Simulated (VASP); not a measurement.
Calculation: optB86b-vdW, VASP's PBE PAW potentials (set 64) (plane waves; VASP).

The input files of a VASP run:

File POSCAR:
```
Rh
1
    0.0000000000     1.9389099144     1.9389099144
    1.9389099144     0.0000000000     1.9389099144
    1.9389099144     1.9389099144     0.0000000000
Rh
1
Direct
  0.0000000000   0.0000000000   0.0000000000
```

### KPOINTS
```
Automatic mesh
0
Gamma
16 16 16
0 0 0
```

INCAR:
```
! general
SYSTEM    =  Rh
PREC      =  Accurate
ENCUT     =  520
LREAL     =  .False.   ! projection in real space or not
LASPH     =  .True.   ! aspherical one-centre terms

! electronic loop
EDIFF     =  1E-7
NELM      =  100   ! most electronic steps
ALGO      =  Normal   ! blocked Davidson
LMAXMIX   =  4   ! l cut-off of mixed one-centre charges

! smearing
ISMEAR    =  1
SIGMA     =  0.1   ! width (eV)

! functional
GGA       =  MK
LUSE_VDW  =  .True.
AGGAC     =  0.0
PARAM1    =  0.1234
PARAM2    =  1.0

! ions
ISIF      =  2

! output
LWAVE     =  .False.
LCHARG    =  .False.
```

POTCAR, in this order: Rh_pv (PBE.64 set). Program: vasp_std.

What VASP printed:

**OSZICAR**
```
       N       E                     dE             d eps       ncg     rms          rms(c)
DAV:   1     0.116009119471E+03    0.11601E+03   -0.94187E+03  3201   0.144E+03
DAV:   2    -0.314771050573E+01   -0.11916E+03   -0.11416E+03  3262   0.381E+02
DAV:   3    -0.465292773301E+01   -0.15052E+01   -0.14881E+01  3676   0.484E+01
DAV:   4    -0.466212957032E+01   -0.92018E-02   -0.91996E-02  3495   0.393E+00
DAV:   5    -0.466228406449E+01   -0.15449E-03   -0.15449E-03  3633   0.477E-01    0.896E+00
DAV:   6    -0.415167961998E+01    0.51060E+00   -0.13190E+00  3325   0.166E+01    0.281E+00
DAV:   7    -0.413862064525E+01    0.13059E-01   -0.13810E-02  3595   0.147E+00    0.145E+00
DAV:   8    -0.413495053139E+01    0.36701E-02   -0.28859E-03  3367   0.860E-01    0.118E-01
DAV:   9    -0.413488749115E+01    0.63040E-04   -0.52347E-05  3709   0.112E-01    0.161E-02
DAV:  10    -0.413489344072E+01   -0.59496E-05   -0.42456E-06  3403   0.295E-02    0.177E-03
DAV:  11    -0.413489349371E+01   -0.52991E-07   -0.12050E-07  2387   0.492E-03
   1 F= -.41348935E+01 E0= -.41347958E+01  d E =-.292978E-03
```

File OUTCAR:
```
------------------------ aborting loop because EDIFF is reached ----------------------------------------
  FORCE on cell =-STRESS in cart. coord.  units (eV):
  Direction    XX          YY          ZZ          XY          YZ          ZX
  --------------------------------------------------------------------------------------
  Total       -1.2585866     -1.2585866     -1.2585866     -0.0000000      0.0000000     -0.0000000
  in kB     -138.3218514   -138.3218514   -138.3218514     -0.0000000      0.0000000     -0.0000000
  external PRESSURE =    -138.3218514 kB  Pullay stress =       0.0000000 kB
  volume of cell :       14.58
      direct lattice vectors                 reciprocal lattice vectors
     0.000000000  1.938909914  1.938909914    -0.257876860  0.257876860  0.257876860
     1.938909914  0.000000000  1.938909914     0.257876860 -0.257876860  0.257876860
     1.938909914  1.938909914  0.000000000     0.257876860  0.257876860 -0.257876860
 POSITION                                       TOTAL-FORCE (eV/Angst)
 -----------------------------------------------------------------------------------
      0.00000      0.00000      0.00000        -0.000000     -0.000000     -0.000000
 -----------------------------------------------------------------------------------
    total drift:                                0.000000      0.000000      0.000000
  FREE ENERGIE OF THE ION-ELECTRON SYSTEM (eV)
  ---------------------------------------------------
  free  energy   TOTEN  =        -4.1348934937 eV

  energy  without entropy=       -4.1346005160  energy(sigma->0) =       -4.13479583
```
(Selected blocks of OUTCAR.)

**OUTCAR**
```
 val. band max:       10.7296523136   @ k =   0.4375   0.1250   0.0625

 cond. band min:      10.7368485247   @ k =  -0.3750   0.2500   0.0000


 Fermi energy:        10.7324145164

 k-point     1 :       0.0000    0.0000    0.0000
  band No.  band energies     occupation
      1     -35.4852      2.00000
      2     -35.4852      2.00000
      3     -35.4852      2.00000
      4       3.2207      2.00000
      5       7.9363      2.00000
      6       7.9363      2.00000
      7       7.9363      2.00000
      8       9.8365      2.00000
      9       9.8365      2.00000
     10      26.8522      0.00000
     11      31.3170      0.00000

 k-point     2 :       0.0625    0.0000    0.0000
  band No.  band energies     occupation
      1     -35.5086      2.00000
      2     -35.4884      2.00000
      3     -35.4884      2.00000
      4       3.3698      2.00000
      5       7.8743      2.00000
      6       7.9928      2.00000
      7       7.9928      2.00000
      8       9.8063      2.00000
      9       9.8063      2.00000
     10      27.0540      0.00000
     11      31.0664      0.00000

 k-point     3 :       0.1250    0.0000    0.0000
  band No.  band energies     occupation
      1     -35.5751      2.00000
      2     -35.4975      2.00000
      3     -35.4975      2.00000
      4       3.7936      2.00000
      5       7.7273      2.00000
      6       8.1339      2.00000
      7       8.1339      2.00000
      8       9.7499      2.00000
      9       9.7499      2.00000
     10      27.5537      0.00000
     11      29.4040      0.00000

 k-point     4 :       0.1875    0.0000    0.0000
  band No.  band energies     occupation
      1     -35.6737      2.00000
      2     -35.5112      2.00000
      3     -35.5112      2.00000
      4       4.4000      2.00000
      5       7.6231      2.00000
      6       8.2648      2.00000
      7       8.2648      2.00000
      8       9.7729      2.00000
      9       9.7729      2.00000
...
```

The compound is Rh in the fcc structure. This cell is one point of a volume scan, at 1.06 of the reference volume.
